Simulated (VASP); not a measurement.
# TiGa11As12 (a cell with a defect) in VASP: a series of runs

The runs below take TiGa11As12 (a cell with a defect) through single point, with PBEsol+U.

Program: VASP 6.6.1. These are calculated values, not measurements. Logs are shortened: lines on timing, memory, paths and dates and some standing lists are left out, and cuts for length are marked.

## 1. The crystal as given

The cell holds a defect, 24 atoms: a = 11.993 Å, b = 7.996 Å, c = 7.996 Å, α = 60.00°, β = 60.00°, γ = 60.00°.

## 2. Single point, PBEsol+U, collinear spin, ferromagnetic start

File INCAR:

```
PREC = Accurate
ENCUT = 350
EDIFF = 1E-5
ISMEAR = 0
SIGMA = 0.03
LREAL = Auto
LASPH = True
NELM = 120
ALGO = Normal
ISIF = 2
LWAVE = False
LCHARG = False
ISPIN = 2
MAGMOM = 2 0 0 0 0 0 0 0 0 0 0 0 0 0 0 0 0 0 0 0 0 0 0 0
LORBIT = 11
LMAXMIX = 4
LDAU = True
LDAUTYPE = 2
LDAUL = 2 -1 -1
LDAUU = 3 0 0
LDAUJ = 0 0 0
LDAUPRINT = 1
GGA = PS
NBANDS = 130
NELECT = 216.0
KPAR = 2
```

File KPOINTS:

```
Automatic mesh
0
Gamma
  2 2 2
```

File POSCAR:

```
TiGa11As12
1.0
    0.0000000000      8.4805500000      8.4805500000
    5.6537000000      0.0000000000      5.6537000000
    5.6537000000      5.6537000000      0.0000000000
Ti Ga As
1 11 12
Direct
    0.0000000000      0.0000000000      0.0000000000
    0.0000000000      0.0000000000      0.5000000000
    0.0000000000      0.5000000000      0.0000000000
    0.0000000000      0.5000000000      0.5000000000
    0.3333330000      0.0000000000      0.0000000000
    0.3333330000      0.0000000000      0.5000000000
    0.3333330000      0.5000000000      0.0000000000
    0.3333330000      0.5000000000      0.5000000000
    0.6666670000      0.0000000000      0.0000000000
    0.6666670000      0.0000000000      0.5000000000
    0.6666670000      0.5000000000      0.0000000000
    0.6666670000      0.5000000000      0.5000000000
    0.0833333333      0.1250000000      0.1250000000
    0.0833333333      0.1250000000      0.6250000000
    0.0833333333      0.6250000000      0.1250000000
    0.0833333333      0.6250000000      0.6250000000
    0.4166663333      0.1250000000      0.1250000000
    0.4166663333      0.1250000000      0.6250000000
    0.4166663333      0.6250000000      0.1250000000
    0.4166663333      0.6250000000      0.6250000000
    0.7500003333      0.1250000000      0.1250000000
    0.7500003333      0.1250000000      0.6250000000
    0.7500003333      0.6250000000      0.1250000000
    0.7500003333      0.6250000000      0.6250000000
```

Potentials or basis: VASP PAW PBE potentials, release 64 (Ti_sv, Ga_d, As).

The run is started by

```
> cat potpaw_PBE.64/Ti_sv/POTCAR potpaw_PBE.64/Ga_d/POTCAR potpaw_PBE.64/As/POTCAR > POTCAR
> mpirun -np 4 vasp_std > vasp.out
```

OUTCAR:

```text
PREC = Accurate
   ENCUT = 350
   EDIFF = 1E-5
   ISMEAR = 0
   LREAL = Auto
   LASPH = True
   NELM = 120
   ISIF = 2
   ISPIN = 2
   LORBIT = 11
   GGA = PS
   NELECT = 216.0

 ion  position               nearest neighbor table
   1  0.000  0.000  0.000-  21 2.45  13 2.45  15 2.45  14 2.45
   2  0.000  0.000  0.500-  22 2.45  14 2.45  16 2.45  13 2.45
   3  0.000  0.500  0.000-  23 2.45  15 2.45  16 2.45  13 2.45
   4  0.000  0.500  0.500-  24 2.45  16 2.45  14 2.45  15 2.45
   5  0.333  0.000  0.000-  13 2.45  17 2.45  18 2.45  19 2.45
   6  0.333  0.000  0.500-  14 2.45  18 2.45  17 2.45  20 2.45
[... 16 lines left out ...]
  23  0.750  0.625  0.125-   3 2.45  11 2.45   9 2.45  12 2.45
  24  0.750  0.625  0.625-   4 2.45  12 2.45  11 2.45  10 2.45

  LATTYP: Found a face centered orthorhombic cell.
 ALAT       =     7.9955392176
 B/A-ratio  =     1.7320508076
 C/A-ratio  =     2.4494897428

  Lattice vectors:

 A1 = (   0.0000000000,   8.4805500000,   8.4805500000)
 A2 = (  -5.6537000000,   2.8268500000,   8.4805500000)
 A3 = (   5.6537000000,   0.0000000000,   5.6537000000)

Analysis of symmetry for initial positions (statically):
=====================================================================
 Subroutine PRICEL returns:
 Original cell was already a primitive cell.

 Routine SETGRP: Setting up the symmetry group for a
 face centered orthorhombic supercell.

 Subroutine GETGRP returns: Found  2 space group operations
 (whereof  2 operations were pure point group operations)
 out of a pool of  8 trial point group operations.

The static configuration has the point symmetry C_1h.

Analysis of symmetry for dynamics (positions and initial velocities):
=====================================================================
 Subroutine PRICEL returns:
 Original cell was already a primitive cell.

 Routine SETGRP: Setting up the symmetry group for a
 face centered orthorhombic supercell.

 Subroutine GETGRP returns: Found  2 space group operations
 (whereof  2 operations were pure point group operations)
 out of a pool of  8 trial point group operations.

The dynamic configuration has the point symmetry C_1h.

Analysis of structural, dynamic, and magnetic symmetry:
=====================================================================
 Subroutine PRICEL returns:
 Original cell was already a primitive cell.

 Routine SETGRP: Setting up the symmetry group for a
 face centered orthorhombic supercell.

 Subroutine GETGRP returns: Found  2 space group operations
 (whereof  2 operations were pure point group operations)
 out of a pool of  8 trial point group operations.

The overall configuration has the point symmetry C_1h.

 Subroutine INISYM returns: Found  2 space group operations
 (whereof  2 operations are pure point group operations),
 and found     1 'primitive' translations

----------------------------------------------------------------------------------------

                                     Primitive cell

  volume of cell :     542.1501

  direct lattice vectors                    reciprocal lattice vectors
     0.000000000  8.480550000  8.480550000    -0.058958440  0.058958440  0.058958440
     5.653700000  0.000000000  5.653700000     0.088437660 -0.088437660  0.088437660
     5.653700000  5.653700000  0.000000000     0.088437660  0.088437660 -0.088437660

  length of vectors
    11.993308826  7.995539218  7.995539218     0.102119014  0.153178521  0.153178521

  position of ions in fractional coordinates (direct lattice)
     0.000000000  0.000000000  0.000000000
     0.000000000  0.000000000  0.500000000
     0.000000000  0.500000000  0.000000000
     0.000000000  0.500000000  0.500000000
     0.333333000  0.000000000  0.000000000
     0.333333000  0.000000000  0.500000000
[... 16 lines left out ...]
     0.750000333  0.625000000  0.125000000
     0.750000333  0.625000000  0.625000000
[... 112 lines left out ...]
   IVDW    =     0    specifies the selected vdW correction
   LEPSILON=     F    determine dielectric tensor
   LRPA    =     F    only Hartree local field effects (RPA)
 spin polarized calculation
 Gauss-broadening in eV      SIGMA  =   0.03
  energy-cutoff  :      350.00
  volume of cell :      542.15
 maximum number of plane-waves:      8100
 NGX is ok and might be reduce to    80
   NGX = 37   NGY = 25   NGZ = 25

atom =   1  type =  1  l = 2

 onsite density matrix

spin component  1

  0.1689 -0.0002  0.0080  0.0021 -0.0034
 -0.0002  0.1544 -0.0006 -0.0002  0.0011
  0.0080 -0.0006  0.6052 -0.0010  0.1186
  0.0021 -0.0002 -0.0010  0.1689 -0.0086
 -0.0034  0.0011  0.1186 -0.0086  0.4682

spin component  2

  0.1302  0.0030 -0.0006 -0.0023  0.0003
  0.0030  0.1229 -0.0001  0.0030  0.0001
 -0.0006 -0.0001  0.0234  0.0000 -0.0016
 -0.0023  0.0030  0.0000  0.1302  0.0006
  0.0003  0.0001 -0.0016  0.0006  0.0253

 occupancies and eigenvectors

  o =  0.0224  v =  0.0000  0.0000  0.0000  0.0000  0.0000 -0.0032 -0.0000 -0.8660  0.0032 -0.5000      0.0000  0.0000  0.0000  0.0000  0.0000  0.0000  0.0000  0.0000  0.0000  0.0000
  o =  0.0262  v =  0.0000  0.0000  0.0000  0.0000  0.0000  0.0050  0.0013  0.5000  0.0050 -0.8660      0.0000  0.0000  0.0000  0.0000  0.0000  0.0000  0.0000  0.0000  0.0000  0.0000
  o =  0.1204  v =  0.0000  0.0000  0.0000  0.0000  0.0000  0.3515 -0.8677 -0.0012  0.3515  0.0021      0.0000  0.0000  0.0000  0.0000  0.0000  0.0000  0.0000  0.0000  0.0000  0.0000
  o =  0.1303  v =  0.0000  0.0000  0.0000  0.0000  0.0000  0.6135  0.4971 -0.0034  0.6135  0.0059      0.0000  0.0000  0.0000  0.0000  0.0000  0.0000  0.0000  0.0000  0.0000  0.0000
  o =  0.1325  v =  0.0000  0.0000  0.0000  0.0000  0.0000  0.7071 -0.0000 -0.0039 -0.7071 -0.0023      0.0000  0.0000  0.0000  0.0000  0.0000  0.0000  0.0000  0.0000  0.0000  0.0000
  o =  0.1544  v = -0.0086 -0.9999 -0.0023 -0.0086  0.0039  0.0000  0.0000  0.0000  0.0000  0.0000      0.0000  0.0000  0.0000  0.0000  0.0000  0.0000  0.0000  0.0000  0.0000  0.0000
  o =  0.1667  v =  0.7070 -0.0000 -0.0125 -0.7070 -0.0072  0.0000  0.0000  0.0000  0.0000  0.0000      0.0000  0.0000  0.0000  0.0000  0.0000  0.0000  0.0000  0.0000  0.0000  0.0000
  o =  0.1706  v = -0.7064  0.0119  0.0216 -0.7064 -0.0373  0.0000  0.0000  0.0000  0.0000  0.0000      0.0000  0.0000  0.0000  0.0000  0.0000  0.0000  0.0000  0.0000  0.0000  0.0000
  o =  0.4001  v =  0.0304 -0.0050  0.4995  0.0304 -0.8652  0.0000  0.0000  0.0000  0.0000  0.0000      0.0000  0.0000  0.0000  0.0000  0.0000  0.0000  0.0000  0.0000  0.0000  0.0000
  o =  0.6738  v = -0.0102 -0.0000 -0.8659  0.0102 -0.4999  0.0000  0.0000  0.0000  0.0000  0.0000      0.0000  0.0000  0.0000  0.0000  0.0000  0.0000  0.0000  0.0000  0.0000  0.0000

 number of electron     215.9999916 magnetization       1.7412665

 Free energy of the ion-electron system (eV)
  ---------------------------------------------------
  ext. energy  EPLUGINS =         0.00000000
  ---------------------------------------------------
  free energy    TOTEN  =      -105.69336333 eV

  energy without entropy =     -105.69097863  energy(sigma->0) =     -105.69217098

 E-fermi :   4.7419     XC(G=0):  -9.8079

 val. band max:        4.6893607190   @ k =   0.5000   0.0000   0.0000
 cond. band min:       4.7427164982   @ k =   0.0000   0.5000   0.0000
 fundamental gap:      0.0533557792
 Fermi energy:         4.7418757838

 spin component 1

 k-point     1 :       0.0000    0.0000    0.0000
  band No.  band energies     occupation
      1     -52.8361      1.00000
      2     -29.3700      1.00000
      3     -29.2214      1.00000
      4     -29.2172      1.00000
      5     -11.0277      1.00000
      6     -11.0215      1.00000
[... 727 lines left out ...]
    119       6.6742      0.00000
    120       7.1333      0.00000
 Fermi energy:         4.7418757838

 spin component 2

 k-point     1 :       0.0000    0.0000    0.0000
  band No.  band energies     occupation
      1     -51.7676      1.00000
      2     -28.4600      1.00000
      3     -28.0684      1.00000
      4     -28.0652      1.00000
      5     -11.0262      1.00000
      6     -11.0196      1.00000
[... 727 lines left out ...]
    119       6.9451      0.00000
    120       7.3657      0.00000
 [bands above 120 left out]

------------------------ aborting loop because EDIFF is reached ----------------------------------------

  FORCE on cell =-STRESS in cart. coord.  units (eV):
  Direction    XX          YY          ZZ          XY          YZ          ZX
  --------------------------------------------------------------------------------------
  -------------------------------------------------------------------------------------
  Total       15.6270942     15.5220152     15.5220152      1.3990916     -1.2318542      1.3990922
  in kB       46.1816323     45.8710996     45.8710996      4.1346352     -3.6404106      4.1346370
  external PRESSURE =      45.9746105 kB  Pullay stress =       0.0000000 kB

 VOLUME and BASIS-vectors are now :
 -----------------------------------------------------------------------------
  energy-cutoff  :      350.00
  volume of cell :      542.15
      direct lattice vectors                 reciprocal lattice vectors
     0.000000000  8.480550000  8.480550000    -0.058958440  0.058958440  0.058958440
     5.653700000  0.000000000  5.653700000     0.088437660 -0.088437660  0.088437660
     5.653700000  5.653700000  0.000000000     0.088437660  0.088437660 -0.088437660

 POSITION                                       TOTAL-FORCE (eV/Angst)
 -----------------------------------------------------------------------------------
      0.00000      0.00000      0.00000         0.043224     -0.008246     -0.008246
      2.82685      2.82685      0.00000        -0.017183      0.009837      0.236765
      2.82685      0.00000      2.82685        -0.017183      0.236765      0.009837
      5.65370      2.82685      2.82685        -0.207563      0.004143      0.004143
      0.00000      2.82685      2.82685         0.126860     -0.004947     -0.004947
      2.82685      5.65370      2.82685         0.004865     -0.162757     -0.005480
[... 16 lines left out ...]
      4.24027      7.06713      9.89398         0.001295     -0.007374      0.046222
      7.06712      9.89398      9.89398         0.042240     -0.002634     -0.002634
 -----------------------------------------------------------------------------------
    total drift:                                0.005842      0.005440      0.005436

  FREE ENERGIE OF THE ION-ELECTRON SYSTEM (eV)
  ---------------------------------------------------
  free  energy   TOTEN  =      -105.6933633289 eV

  energy  without entropy=     -105.6909786287  energy(sigma->0) =     -105.69217098

 total charge

# of ion       s       p       d       tot
------------------------------------------
    1        2.213   6.131   1.977  10.320
    2        0.892   0.809   9.994  11.696
    3        0.892   0.809   9.994  11.696
    4        0.896   0.806   9.994  11.696
    5        0.886   0.814   9.995  11.695
    6        0.893   0.811   9.995  11.699
[... 16 lines left out ...]
   23        1.213   1.611   0.032   2.855
   24        1.218   1.608   0.031   2.857
--------------------------------------------------
tot         26.584  34.526 112.303 173.413

 magnetization (x)

# of ion       s       p       d       tot
------------------------------------------
    1        0.014   0.011   1.126   1.151
    2        0.014   0.006   0.000   0.020
    3        0.014   0.006   0.000   0.020
    4        0.015   0.002  -0.000   0.016
    5        0.008   0.003   0.000   0.012
    6        0.014   0.005   0.000   0.019
[... 16 lines left out ...]
   23        0.000   0.003   0.000   0.003
   24        0.001   0.004   0.000   0.005
--------------------------------------------------
tot          0.120  -0.008   1.163   1.275
```

It took 7.5 min on 4 MPI ranks of Intel Xeon 6975P-C (Granite Rapids), shared host; peak memory 0.5 GiB.

Results:

| Property | Result |
| --- | --- |
| Free energy | -105.6934 eV |
| Largest force | 0.761 eV/Å |
| Band gap on the k mesh | none (metal or under the smearing width) |
| Net moment | 1.74 μB per cell |
| Site moments | Ti +1.15; Ga +0.02, +0.01, +0.00; As -0.01, -0.02, +0.01, +0.00 μB |
| Valence electrons inside the program's atomic spheres | Ti 10.32; Ga 11.70, 11.69; As 2.90, 2.89, 2.85, 2.86 |

Forces on the atoms (eV/Å):
```
Ti   0.043 -0.008 -0.008
Ga  -0.017  0.010  0.237
Ga  -0.017  0.237  0.010
Ga  -0.208  0.004  0.004
Ga   0.127 -0.005 -0.005
Ga   0.005 -0.163 -0.005
Ga   0.005 -0.005 -0.163
Ga   0.002 -0.019 -0.019
Ga   0.117 -0.042 -0.042
Ga  -0.010 -0.130 -0.016
Ga  -0.010 -0.016 -0.130
Ga   0.010 -0.007 -0.007
As   0.323  0.335  0.335
As  -0.424 -0.245  0.292
As  -0.424  0.292 -0.245
As   0.047  0.002  0.002
As  -0.182  0.096  0.096
As   0.046  0.066 -0.036
As   0.046 -0.036  0.066
As   0.000  0.018  0.018
As   0.475 -0.421 -0.421
As   0.001  0.046 -0.007
As   0.001 -0.007  0.046
As   0.042 -0.003 -0.003
```

Levels at points of the mesh, in eV from the Fermi level:
Spin up:
```csv
k point,band 105,band 106,band 107,band 108,band 109,band 110,band 111,band 112,band 113,band 114
"(0.00, 0.00, 0.00)",-1.16,-1.10,-1.09,-0.69,-0.44,-0.33,0.08,0.16,0.23,0.41
"(0.50, 0.00, 0.00)",-1.55,-1.30,-1.26,-0.81,-0.34,-0.05,0.18,0.29,0.46,0.64
"(0.00, 0.50, 0.00)",-1.75,-1.56,-1.50,-0.59,0.00,0.48,0.54,0.80,1.06,1.16
"(0.50, 0.00, 0.50)",-2.02,-1.81,-1.68,-0.70,0.12,0.60,0.88,1.19,1.28,1.32
"(0.00, 0.50, 0.50)",-1.87,-1.66,-1.57,-0.36,-0.28,0.58,0.89,1.00,1.13,1.20
"(0.50, 0.50, 0.50)",-1.93,-1.73,-1.64,-0.39,-0.14,0.65,0.80,1.21,1.29,1.33
```
Spin down:
| k point | band 103 | band 104 | band 105 | band 106 | band 107 | band 108 | band 109 | band 110 | band 111 | band 112 |
| --- | --- | --- | --- | --- | --- | --- | --- | --- | --- | --- |
| (0.00, 0.00, 0.00) | -1.71 | -1.70 | -1.07 | -1.05 | -1.04 | -0.32 | 0.10 | 0.20 | 0.25 | 0.39 |
| (0.50, 0.00, 0.00) | -1.93 | -1.47 | -1.47 | -1.22 | -1.21 | 0.04 | 0.20 | 0.38 | 0.39 | 0.51 |
| (0.00, 0.50, 0.00) | -2.12 | -1.69 | -1.67 | -1.47 | -1.42 | 0.50 | 0.64 | 0.85 | 0.96 | 1.18 |
| (0.50, 0.00, 0.50) | -2.24 | -2.05 | -1.93 | -1.74 | -1.57 | 0.81 | 1.02 | 1.18 | 1.21 | 1.32 |
| (0.00, 0.50, 0.50) | -2.18 | -2.11 | -1.76 | -1.57 | -1.45 | 0.75 | 0.82 | 1.04 | 1.14 | 1.16 |
| (0.50, 0.50, 0.50) | -2.04 | -1.95 | -1.82 | -1.67 | -1.54 | 0.79 | 1.01 | 1.21 | 1.31 | 1.35 |

Eigenvalues of the final occupation matrices:
```
    site  spin  trace               eigenvalues
site 1 d     1   1.57  0.15 0.17 0.17 0.40 0.67
site 1 d     2   0.43  0.02 0.03 0.12 0.13 0.13
```

Caveat: the k mesh is coarse (spacing up to 0.48 Å⁻¹), so the values aren't converged; the cell is charged against a uniform background, so pressure and absolute levels hang on convention; the cutoff is under 1.25 times the usual one of these potentials, so pressure, stress and relaxed cells hold a basis-set (Pulay) error; the PAW data sets were made with another functional, which shifts forces and pressure a little; the U is typed as a test and isn't derived for this compound. The state reached can hang on the start; a lower one may exist.

[end of part 1 of 3]
